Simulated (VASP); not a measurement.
Consider the following.

```
CELL_PARAMETERS angstrom
      0.00000     2.27000     2.27000
      2.27000     0.00000     2.27000
      2.27000     2.27000     0.00000
ATOMIC_POSITIONS crystal
  B  0.00000 0.00000 0.00000
  P  0.25000 0.25000 0.25000
```

Method: eigenvalue-self-consistent GW0 on PBE orbitals, VASP's PBE PAW potentials (set 64) (plane waves; VASP). Numerical set-up: PREC = Normal, 500 eV cut-off, 4×4×4 Γ-centred mesh, Gaussian smearing of 0.010 eV, potentials B_GW P_GW.

The mesh is coarse and the basis finite, so the quasiparticle values are not converged.

NBANDS = 160, ENCUTGW = 200 eV, NOMEGA = 64, 4 updates of the levels in G. The PBE levels (eV) are:

```csv
state,KS energy,filling
"k1 (0.00, 0.00, 0.00), band 1",-8.31,2
"k1 (0.00, 0.00, 0.00), band 2",7.16,2
"k1 (0.00, 0.00, 0.00), band 3",7.16,2
"k1 (0.00, 0.00, 0.00), band 4",7.16,2
"k1 (0.00, 0.00, 0.00), band 5",10.54,0
"k1 (0.00, 0.00, 0.00), band 6",10.54,0
"k1 (0.00, 0.00, 0.00), band 7",10.54,0
"k1 (0.00, 0.00, 0.00), band 8",14.51,0
"k2 (0.25, 0.00, 0.00), band 1",-7.20,2
"k2 (0.25, 0.00, 0.00), band 2",2.31,2
"k2 (0.25, 0.00, 0.00), band 3",6.04,2
"k2 (0.25, 0.00, 0.00), band 4",6.04,2
"k2 (0.25, 0.00, 0.00), band 5",11.14,0
"k2 (0.25, 0.00, 0.00), band 6",11.90,0
"k2 (0.25, 0.00, 0.00), band 7",11.90,0
"k2 (0.25, 0.00, 0.00), band 8",16.76,0
"k8 (-0.25, 0.50, 0.25), band 1",-3.18,2
"k8 (-0.25, 0.50, 0.25), band 2",-0.90,2
"k8 (-0.25, 0.50, 0.25), band 3",1.48,2
"k8 (-0.25, 0.50, 0.25), band 4",1.68,2
"k8 (-0.25, 0.50, 0.25), band 5",12.48,0
"k8 (-0.25, 0.50, 0.25), band 6",13.90,0
"k8 (-0.25, 0.50, 0.25), band 7",14.38,0
"k8 (-0.25, 0.50, 0.25), band 8",14.58,0
```

Task: Give the quasiparticle energies and renormalisation factors Z.

Result: 
```csv
state,QP energy (eV),Z
"k1 (0.00, 0.00, 0.00), band 1",-9.44,0.73
"k1 (0.00, 0.00, 0.00), band 2",6.41,0.79
"k1 (0.00, 0.00, 0.00), band 3",6.41,0.79
"k1 (0.00, 0.00, 0.00), band 4",6.41,0.79
"k1 (0.00, 0.00, 0.00), band 5",10.83,0.78
"k1 (0.00, 0.00, 0.00), band 6",10.83,0.78
"k1 (0.00, 0.00, 0.00), band 7",10.83,0.78
"k1 (0.00, 0.00, 0.00), band 8",14.80,0.76
"k2 (0.25, 0.00, 0.00), band 1",-8.29,0.71
"k2 (0.25, 0.00, 0.00), band 2",1.34,0.75
"k2 (0.25, 0.00, 0.00), band 3",5.25,0.79
"k2 (0.25, 0.00, 0.00), band 4",5.25,0.79
"k2 (0.25, 0.00, 0.00), band 5",11.35,0.78
"k2 (0.25, 0.00, 0.00), band 6",12.23,0.78
"k2 (0.25, 0.00, 0.00), band 7",12.23,0.78
"k2 (0.25, 0.00, 0.00), band 8",17.03,0.75
"k8 (-0.25, 0.50, 0.25), band 1",-4.16,0.71
"k8 (-0.25, 0.50, 0.25), band 2",-2.03,0.72
"k8 (-0.25, 0.50, 0.25), band 3",0.50,0.76
"k8 (-0.25, 0.50, 0.25), band 4",0.73,0.76
"k8 (-0.25, 0.50, 0.25), band 5",12.69,0.78
"k8 (-0.25, 0.50, 0.25), band 6",14.03,0.78
"k8 (-0.25, 0.50, 0.25), band 7",14.81,0.77
"k8 (-0.25, 0.50, 0.25), band 8",14.90,0.76
```
On the mesh the gap opens from 1.32 to 2.09 eV.

The compound is BP in the zinc blende structure. The cell was not relaxed at this level. The k-mesh is coarse (spacing up to 0.60 per Å, 2π included), so the numbers may not be converged in it.
